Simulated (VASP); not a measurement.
These are TPSS meta-GGA, VASP's PBE PAW potentials (set 64) (plane waves; VASP) values and carry that method's errors.

The input files of a VASP run:

INCAR:
```
ISMEAR = 0   # Gaussian
LASPH = .True.   # aspherical one-centre terms
LWAVE = .False.
LREAL = .False.
SIGMA = 0.05   # width (eV)
EDIFF = 1E-7
LMAXMIX = 4   # l cut-off of mixed one-centre charges
ALGO = Normal   # blocked Davidson
NELM = 100   # most electronic steps
PREC = Accurate
ENCUT = 520
ISIF = 2   # forces and stress, cell fixed
LCHARG = .False.
SYSTEM = SrCl2
LMIXTAU = .True.
METAGGA = TPSS
```

KPOINTS:
```
Automatic mesh
0
Gamma
6 6 6
0 0 0
```

**POSCAR**
```
SrCl2
1
    0.0000000000     3.4385528899     3.4385528899
    3.4385528899     0.0000000000     3.4385528899
    3.4385528899     3.4385528899     0.0000000000
Sr Cl
1 2
Direct
  0.0000000000   0.0000000000   0.0000000000
  0.2500000000   0.2500000000   0.2500000000
  0.7500000000   0.7500000000   0.7500000000
```

POTCAR, in this order: Sr_sv Cl (PBE.64 set). Program: vasp_std.

**Question.** Estimate the energy per atom (σ→0), pressure, band gap (on the k-mesh).

**Answer.** 
energy per atom (σ→0): -10.930 eV/atom
band gap (on the k-mesh): 5.82 eV
pressure: 2.55 GPa

OSZICAR:
```
...
DAV:  15    -0.327894270149E+02   -0.11092E-03   -0.58022E-05   840   0.696E-02    0.237E-02
DAV:  16    -0.327894318326E+02   -0.48176E-05   -0.12600E-05   632   0.238E-02    0.100E-02
DAV:  17    -0.327894452916E+02   -0.13459E-04   -0.57637E-05   576   0.536E-02    0.130E-02
DAV:  18    -0.327894478418E+02   -0.25502E-05   -0.84987E-06   696   0.232E-02    0.401E-03
DAV:  19    -0.327894512509E+02   -0.34091E-05   -0.25051E-06   592   0.174E-02    0.127E-03
DAV:  20    -0.327894517235E+02   -0.47262E-06   -0.44406E-07   560   0.601E-03    0.143E-03
DAV:  21    -0.327894516576E+02    0.65911E-07   -0.45342E-08   568   0.227E-03
   1 F= -.32789452E+02 E0= -.32789452E+02  d E =-.130123E-10
```

The compound is SrCl2 in the fluorite structure. This cell is one point of a volume scan, at 0.94 of the reference volume.
